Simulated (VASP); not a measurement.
All values below come from SCAN meta-GGA, VASP's PBE PAW potentials (set 64) (plane waves; VASP).

A VASP calculation is set up with these files.

POSCAR:
```
HfO2
1.0
  0.0000000000   2.5400000000   2.5400000000
  2.5400000000   0.0000000000   2.5400000000
  2.5400000000   2.5400000000   0.0000000000
Hf O
1 2
Cart
  0.0000000000   0.0000000000   0.0000000000
  1.2700000000   1.2700000000   1.2700000000
  3.8100000000   3.8100000000   3.8100000000
```

### INCAR
```
ISIF = 3   ! ions, shape and volume
NELM = 100
LWAVE = F
LASPH = T   ! aspherical one-centre terms
METAGGA = SCAN
PREC = Accurate
LMIXTAU = T
EDIFF = 1E-6
LMAXMIX = 6   ! l cut-off of mixed one-centre charges
LCHARG = F
SYSTEM = HfO2
IBRION = 2
EDIFFG = -0.01   ! ionic stop
ISMEAR = 0   ! Gaussian
SIGMA = 0.05
NSW = 60   ! most ionic steps
ALGO = Normal   ! blocked Davidson
ENCUT = 520   ! plane-wave cut-off (eV)
LREAL = F   ! projection in real space or not
```

### KPOINTS
```
Automatic mesh
0
Gamma
8 8 8
0 0 0
```

POTCAR, in this order: Hf_pv O (PBE.64 set). Program: vasp_std.

Output of the run:

### OSZICAR
```
       N       E                     dE             d eps       ncg     rms          rms(c)
DAV:   1     0.424985115939E+02    0.42499E+02   -0.13243E+04   870   0.149E+03
DAV:   2    -0.950097065442E+02   -0.13751E+03   -0.13557E+03  1122   0.334E+02
DAV:   3    -0.989766612308E+02   -0.39670E+01   -0.39640E+01  1108   0.552E+01
DAV:   4    -0.990002318092E+02   -0.23571E-01   -0.23565E-01  1122   0.460E+00
DAV:   5    -0.990004493537E+02   -0.21754E-03   -0.21754E-03  1087   0.389E-01    0.508E+01
DAV:   6    -0.865419632050E+02    0.12458E+02   -0.16980E+01  1024   0.334E+01    0.403E+01
DAV:   7    -0.876763583969E+02   -0.11344E+01   -0.29862E+00  1003   0.171E+01    0.241E+01
DAV:   8    -0.862291466121E+02    0.14472E+01   -0.23218E+00   884   0.155E+01    0.304E+00
DAV:   9    -0.867322291422E+02   -0.50308E+00   -0.85475E-01   870   0.109E+01    0.597E+00
DAV:  10    -0.866550134669E+02    0.77216E-01   -0.80224E-01  1052   0.783E+00    0.269E+00
DAV:  11    -0.865020391410E+02    0.15297E+00   -0.83132E-02   982   0.259E+00    0.109E+00
DAV:  12    -0.865010688348E+02    0.97031E-03   -0.86541E-03  1080   0.939E-01    0.567E-01
DAV:  13    -0.865074799635E+02   -0.64111E-02   -0.12806E-02   884   0.107E+00    0.475E-01
DAV:  14    -0.865082973289E+02   -0.81737E-03   -0.87183E-04  1003   0.351E-01    0.316E-01
DAV:  15    -0.865087145706E+02   -0.41724E-03   -0.10526E-03  1115   0.226E-01    0.427E-02
DAV:  16    -0.865087382657E+02   -0.23695E-04   -0.13056E-04   898   0.160E-01    0.108E-02
DAV:  17    -0.865087551119E+02   -0.16846E-04   -0.18618E-05   968   0.599E-02    0.291E-02
DAV:  18    -0.865087546026E+02    0.50931E-06   -0.17426E-06   848   0.171E-02
   1 F= -.86508755E+02 E0= -.86508755E+02  d E =-.865088E+02
       N       E                     dE             d eps       ncg     rms          rms(c)
DAV:   1    -0.875355252382E+02   -0.10268E+01   -0.25780E+01   996   0.516E+01    0.175E+01
DAV:   2    -0.865757584891E+02    0.95977E+00   -0.35389E+00   898   0.151E+01    0.516E+00
DAV:   3    -0.864629222458E+02    0.11284E+00   -0.15293E-01  1045   0.407E+00    0.326E+00
DAV:   4    -0.864366175750E+02    0.26305E-01   -0.79234E-02  1094   0.310E+00    0.207E+00
DAV:   5    -0.864056208052E+02    0.30997E-01   -0.73424E-02   898   0.334E+00    0.111E+00
DAV:   6    -0.864119266809E+02   -0.63059E-02   -0.15959E-02   870   0.160E+00    0.391E-01
DAV:   7    -0.864418750154E+02   -0.29948E-01   -0.16455E-02   884   0.168E+00    0.178E-01
DAV:   8    -0.864420188089E+02   -0.14379E-03   -0.77794E-04  1192   0.319E-01    0.122E-01
DAV:   9    -0.864421437619E+02   -0.12495E-03   -0.27556E-04   870   0.249E-01    0.995E-02
DAV:  10    -0.864421581335E+02   -0.14372E-04   -0.10676E-04   870   0.160E-01    0.884E-02
DAV:  11    -0.864421792804E+02   -0.21147E-04   -0.23157E-05   884   0.720E-02    0.668E-02
DAV:  12    -0.864421807804E+02   -0.15000E-05   -0.10647E-06   897   0.124E-02    0.427E-02
DAV:  13    -0.864421820811E+02   -0.13007E-05   -0.82566E-07   491   0.836E-03    0.153E-02
DAV:  14    -0.864421812114E+02    0.86971E-06   -0.23417E-07   470   0.513E-03
   2 F= -.86442181E+02 E0= -.86442181E+02  d E =0.665734E-01
       N       E                     dE             d eps       ncg     rms          rms(c)
DAV:   1    -0.869264351937E+02   -0.48425E+00   -0.10078E+01   947   0.317E+01    0.111E+01
DAV:   2    -0.865867125473E+02    0.33972E+00   -0.15415E+00   905   0.100E+01    0.329E+00
DAV:   3    -0.865585941584E+02    0.28118E-01   -0.64543E-02  1045   0.253E+00    0.221E+00
DAV:   4    -0.865374283074E+02    0.21166E-01   -0.39526E-02  1087   0.213E+00    0.142E+00
DAV:   5    -0.865116368259E+02    0.25791E-01   -0.38772E-02   884   0.234E+00    0.515E-01
DAV:   6    -0.865427439601E+02   -0.31107E-01   -0.55725E-03   870   0.108E+00    0.537E-01
DAV:   7    -0.865450734864E+02   -0.23295E-02   -0.81415E-03   884   0.104E+00    0.119E-01
DAV:   8    -0.865450608265E+02    0.12660E-04   -0.35907E-04  1129   0.215E-01    0.758E-02
DAV:   9    -0.865450079964E+02    0.52830E-04   -0.13449E-04   870   0.177E-01    0.394E-02
DAV:  10    -0.865450764634E+02   -0.68467E-04   -0.43633E-05   877   0.100E-01    0.153E-02
DAV:  11    -0.865450768734E+02   -0.41001E-06   -0.17841E-06   897   0.159E-02
   3 F= -.86545077E+02 E0= -.86545077E+02  d E =-.363223E-01
       N       E                     dE             d eps       ncg     rms          rms(c)
DAV:   1    -0.865451551259E+02   -0.78663E-04   -0.14772E-03   968   0.384E-01    0.121E-01
DAV:   2    -0.865450865900E+02    0.68536E-04   -0.21331E-04   905   0.117E-01    0.345E-02
DAV:   3    -0.865450840186E+02    0.25714E-05   -0.88914E-06  1045   0.310E-02    0.223E-02
DAV:   4    -0.865450826795E+02    0.13391E-05   -0.58322E-06  1101   0.266E-02    0.158E-02
DAV:   5    -0.865450796962E+02    0.29833E-05   -0.11645E-05   870   0.476E-02    0.576E-03
DAV:   6    -0.865450894017E+02   -0.97055E-05   -0.18723E-06   726   0.205E-02    0.550E-03
DAV:   7    -0.865450896132E+02   -0.21145E-06   -0.18784E-06   638   0.183E-02
   4 F= -.86545090E+02 E0= -.86545090E+02  d E =-.363350E-01
```

### OUTCAR
```
------------------------ aborting loop because EDIFF is reached ----------------------------------------
  FORCE on cell =-STRESS in cart. coord.  units (eV):
  Direction    XX          YY          ZZ          XY          YZ          ZX
  --------------------------------------------------------------------------------------
  Total       -0.0059780     -0.0059780     -0.0059780     -0.0000000      0.0000000     -0.0000000
  in kB       -0.3031590     -0.3031590     -0.3031590     -0.0000000      0.0000000     -0.0000000
  external PRESSURE =      -0.3031590 kB  Pullay stress =       0.0000000 kB
  volume of cell :       31.59
      direct lattice vectors                 reciprocal lattice vectors
     0.000000000  2.509120903  2.509120903    -0.199272980  0.199272980  0.199272980
     2.509120903 -0.000000000  2.509120903     0.199272980 -0.199272980  0.199272980
     2.509120903  2.509120903  0.000000000     0.199272980  0.199272980 -0.199272980
 POSITION                                       TOTAL-FORCE (eV/Angst)
 -----------------------------------------------------------------------------------
      0.00000      2.50912      2.50912        -0.000000     -0.000000      0.000000
      1.25456      1.25456      1.25456         0.000000      0.000000      0.000000
      3.76368      3.76368      3.76368        -0.000000     -0.000000     -0.000000
 -----------------------------------------------------------------------------------
    total drift:                               -0.000000     -0.000000      0.000000
  FREE ENERGIE OF THE ION-ELECTRON SYSTEM (eV)
  ---------------------------------------------------
  free  energy   TOTEN  =       -86.5450896132 eV

  energy  without entropy=      -86.5450896132  energy(sigma->0) =      -86.54508961

 reached required accuracy - stopping structural energy minimisation
```
(Selected blocks of OUTCAR.)

**CONTCAR**
```
HfO2
   1.00000000000000
     0.0000000000000000    2.5091209029320107    2.5091209029320107
     2.5091209029320107   -0.0000000000000000    2.5091209029320107
     2.5091209029320107    2.5091209029320107    0.0000000000000000
  Hf              O
     1     2
Direct
     1.0000000000000000    0.0000000000000000    0.0000000000000000
     0.2500000000000000    0.2500000000000000    0.2500000000000000
     0.7500000000000000    0.7500000000000000    0.7500000000000000
```

Energy and stress use the plane-wave basis of the starting cell.

The compound is HfO2 in the fluorite structure, the high-temperature cubic form, which is unstable at 0 K; the monoclinic form is the stable one. This run relaxes it. Symmetry was kept, so distortions that lower it aren't found.
